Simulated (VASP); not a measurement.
# Ta4Al5N9 in VASP: notebook, part 2 of 2

VASP 6.6.1.

## (3) Single point, PBE

INCAR reads:

```
  ALGO = Normal
  EDIFF = 1E-7
  ENCUT = 520
  GGA = PE
  ISIF = 2
  ISMEAR = -1
  ISYM = 0
  LASPH = T
  LCHARG = F
  LREAL = Auto
  LWAVE = F
  NBANDS = 67
  NELM = 100
  PREC = Accurate
  SIGMA = 0.05
```

KPOINTS reads:

```
Automatic mesh
0
Gamma
  1 1 1
  0.25 0.25 0.25
```

POSCAR reads:

```
Ta4Al5N9
1.0
    5.7043550000     -0.0555350000     -0.0206970000
   -0.0555350000      6.2992770000      0.1411560000
   -0.0206970000      0.1411560000      5.7643950000
Al N Ta
5 9 4
Direct
    0.2039431934      0.6464061668      0.7499255175
    0.3131214987      0.0381734900      0.4882457324
    0.6744031437      0.3604907641      0.7165816513
    0.0189301418      0.7576896821      0.1873678595
    0.5505041696      0.9391537827      0.0219503683
    0.6146311477      0.2013060620      0.4494240007
    0.7544907541      0.2250104572      0.0264844999
    0.3951291481      0.4111517391      0.8285074935
    0.6449970569      0.7145480568      0.2392018171
   -0.0277849533      0.8579546320      0.8548703707
    0.9702355831      0.4779708624      0.6243459220
    0.4392172775      0.8648061427      0.7177979483
    0.1290610933      0.4858393372      0.1403684237
    0.2699004026      0.0558479201      0.1533650729
    0.4867944009      0.4143988426      0.1716400942
    0.9474068920      0.2702182018      0.3668490032
    0.7819790002      0.8799741668      0.5597648992
    0.0891397476      0.1987139445      0.8735172138
```

Potentials or basis: VASP PAW PBE potentials, release 64 (Al, N, Ta_pv).

Launch:

```console
> cat potpaw_PBE.64/Al/POTCAR potpaw_PBE.64/N/POTCAR potpaw_PBE.64/Ta_pv/POTCAR > POTCAR
> mpirun -np 1 vasp_std > vasp.out
```

OUTCAR:

```text
EDIFF = 1E-7
   ENCUT = 520
   GGA = PE
   ISIF = 2
   ISMEAR = -1
   ISYM = 0
   LASPH = T
   LREAL = Auto
   NELM = 100
   PREC = Accurate

 ion  position               nearest neighbor table
   1  0.204  0.646  0.750-  11 1.85   8 1.89  12 1.91  10 2.01  13 2.46   4 2.86   2 2.89  18 2.94
                            17 3.02   5 3.14  15 3.22   3 3.27
   2  0.313  0.038  0.488-  12 1.83  14 1.94   6 2.00  16 2.64  18 2.81  17 2.89   1 2.89   4 3.01
                            15 3.08   5 3.11   3 3.19  17 3.20
   3  0.674  0.360  0.717-   8 1.76  11 1.90   6 1.90   7 2.00  16 2.65  18 2.73  15 2.88   5 3.19
                             2 3.19  17 3.27   1 3.27  15 3.32  17 3.40
   4  0.019  0.758  0.187-  13 1.87  10 2.01   9 2.17  14 2.34  17 2.70   1 2.86   2 3.01   5 3.05
                            16 3.21  18 3.26   5 3.35  16 3.47  15 3.47
   5  0.551  0.939  0.022-   9 1.93  12 1.94  14 1.95   7 2.13  17 3.02   4 3.05   2 3.11   1 3.14
                            15 3.18   3 3.19  18 3.21   4 3.35  17 3.37  15 3.39
   6  0.615  0.201  0.449-   3 1.90  16 2.00   2 2.00  15 2.17  17 2.31
   7  0.754  0.225  0.026-   3 2.00  18 2.12   5 2.13  15 2.15  16 2.27
   8  0.395  0.411  0.829-   3 1.76   1 1.89  15 2.04  18 2.19
   9  0.645  0.715  0.239-   5 1.93  15 2.13   4 2.17  17 2.29
  10  0.972  0.858  0.855-   4 2.01   1 2.01  17 2.01  18 2.24
  11  0.970  0.478  0.624-   1 1.85   3 1.90  16 2.03  18 2.33
  12  0.439  0.865  0.718-   2 1.83   1 1.91   5 1.94  17 2.16
  13  0.129  0.486  0.140-   4 1.87  15 2.10  16 2.10  18 2.44   1 2.46
  14  0.270  0.056  0.153-   2 1.94   5 1.95  18 2.09   4 2.34  15 2.56  16 2.65
  15  0.487  0.414  0.172-   8 2.04  13 2.10   9 2.13   7 2.15   6 2.17  14 2.56   3 2.88  16 2.99
                             2 3.08  18 3.16   5 3.18   1 3.22   3 3.32  16 3.38   5 3.39   4 3.47
  16  0.947  0.270  0.367-   6 2.00  11 2.03  13 2.10   7 2.27   2 2.64   3 2.65  14 2.65  17 2.80
                            15 2.99  18 3.02  18 3.04   4 3.21  15 3.38   4 3.47
  17  0.782  0.880  0.560-  10 2.01  12 2.16   9 2.29   6 2.31   4 2.70  16 2.80   2 2.89   1 3.02
                             5 3.02   2 3.20  18 3.25   3 3.27   5 3.37   3 3.40
  18  0.089  0.199  0.874-  14 2.09   7 2.12   8 2.19  10 2.24  11 2.33  13 2.44   3 2.73   2 2.81
                             1 2.94  16 3.02  16 3.04  15 3.16   5 3.21  17 3.25   4 3.26

IMPORTANT INFORMATION: All symmetrisations will be switched off!
NOSYMM: (Re-)initialisation of all symmetry stuff for point group C_1.

[... 137 lines left out ...]
 NGX is ok and might be reduce to    42
   NGX = 21   NGY = 23   NGZ = 21

 number of electron     104.0000000 magnetization

 Free energy of the ion-electron system (eV)
  ---------------------------------------------------
  ext. energy  EPLUGINS =         0.00000000
  ---------------------------------------------------
  free energy    TOTEN  =      -153.65460897 eV

  energy without entropy =     -153.65366193  energy(sigma->0) =     -153.65413545

 E-fermi :   7.8605     XC(G=0): -11.6062

 val. band max:        7.4856388637   @ k =   0.2500   0.2500   0.2500
 cond. band min:       8.2361588883   @ k =   0.2500   0.2500   0.2500
 fundamental gap:      0.7505200247
 Fermi energy:         7.8604834087

 k-point     1 :       0.2500    0.2500    0.2500
  band No.  band energies     occupation
      1     -28.3771      2.00000
      2     -28.2887      2.00000
      3     -28.2629      2.00000
      4     -28.1171      2.00000
      5     -27.9631      2.00000
      6     -27.8713      2.00000
[... 56 lines left out ...]
     63      10.7496      0.00000
     64      11.0286      0.00000
 [bands above 64 left out]

------------------------ aborting loop because EDIFF is reached ----------------------------------------

  FORCE on cell =-STRESS in cart. coord.  units (eV):
  Direction    XX          YY          ZZ          XY          YZ          ZX
  --------------------------------------------------------------------------------------
  -------------------------------------------------------------------------------------
  Total        5.8199603     -9.2611858      7.7552906     -7.5383690     -1.4235783     -9.9612932
  in kB       45.0464193    -71.6814608     60.0258513    -58.3468802    -11.0184778    -77.1002828
  external PRESSURE =      11.1302699 kB  Pullay stress =       0.0000000 kB

 VOLUME and BASIS-vectors are now :
 -----------------------------------------------------------------------------
  energy-cutoff  :      520.00
  volume of cell :      207.00
      direct lattice vectors                 reciprocal lattice vectors
     5.704355000 -0.055535000 -0.020697000     0.175321724  0.001532387  0.000591966
    -0.055535000  6.299277000  0.141156000     0.001532387  0.158848928 -0.003884321
    -0.020697000  0.141156000  5.764395000     0.000591966 -0.003884321  0.173575986

 POSITION                                       TOTAL-FORCE (eV/Angst)
 -----------------------------------------------------------------------------------
      1.11195      4.16642      4.40989        -0.384839      0.400067      0.589590
      1.77393      0.29199      2.81335         0.387524      0.439387     -1.189126
      3.81218      2.33453      4.16759         0.288181     -0.419026      0.290423
      0.06203      4.79829      1.18662        -0.222087      0.352811     -0.936552
      3.08766      5.88852      0.24770         0.181497      0.446453      0.142954
      3.48559      1.29739      2.60635        -1.332105     -0.684875      0.856522
[... 10 lines left out ...]
      4.40023      5.57879      3.33474         0.656663     -0.098270      0.441788
      0.47937      1.37011      5.06150         0.152969      0.038959      0.283264
 -----------------------------------------------------------------------------------
    total drift:                                0.002306     -0.006731     -0.000100

  FREE ENERGIE OF THE ION-ELECTRON SYSTEM (eV)
  ---------------------------------------------------
  free  energy   TOTEN  =      -153.6546089723 eV

  energy  without entropy=     -153.6536619327  energy(sigma->0) =     -153.65413545
```

Wall time 51 s (1 thread of Intel Xeon Platinum 8259CL at 2.50GHz (Skylake/Cascade Lake), shared host); peak memory 0.3 GiB.

Results:

* Free energy: -153.6546 eV
* Pressure: 1.1 GPa
* Largest force: 2.204 eV/Å
* Band gap on the k mesh: 0.75 eV, direct

Forces on the atoms (eV/Å):
```
Al  -0.385  0.400  0.590
Al   0.388  0.439 -1.189
Al   0.288 -0.419  0.290
Al  -0.222  0.353 -0.937
Al   0.181  0.446  0.143
N   -1.332 -0.685  0.857
N   -0.042  0.007 -0.801
N   -0.311  0.394 -1.140
N   -0.599 -0.622  0.454
N    0.061  0.116  0.173
N   -1.648 -0.584  0.262
N    0.750 -0.166  0.545
N    0.046  0.241  0.164
N    0.178 -0.008  0.128
Ta  -0.038  0.318  0.878
Ta   1.877 -0.173 -1.142
Ta   0.657 -0.098  0.442
Ta   0.153  0.039  0.283
```

Levels at points of the mesh, in eV from the valence-band top:
```csv
k point,band 49,band 50,band 51,band 52,band 53,band 54,band 55,band 56
"(0.25, 0.25, 0.25)",-2.01,-1.06,-0.71,0.00,0.75,0.96,1.19,1.52
```

Caveat: spin-orbit coupling is left out, which moves the levels of the heavy elements.
